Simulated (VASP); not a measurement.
Here is the system:

```
CELL_PARAMETERS angstrom
      1.83713     0.00000     0.00000
      0.00000     1.83713     0.00000
      0.00000     0.00000     1.83713
ATOMIC_POSITIONS crystal
  B  0.00000 0.00000 0.00000
```

The numbers are results of PBE GGA, VASP's PBE PAW potentials (set 64) (plane waves; VASP), not measurements. Numerical set-up: 400 eV cut-off, 12×12×12 Γ-centred mesh, Fermi-Dirac smearing of 0.10 eV, potentials B.

At this cut-off the stress carries a Pulay error, which pulls relaxed volumes low.

Task: What does the run give for the energy per atom (σ→0), pressure, band gap (on the k-mesh) with the smallest direct gap where there is one?

Result: 
The band gap (on the k-mesh) is none (metal, semimetal or under 0.01 eV), the energy per atom (σ→0) comes out as -5.562 eV/atom and the pressure is 21.71 GPa.

The structure was generated: B was put into an ordered model structure, which need not be its known phase. The cell was not relaxed at this level.
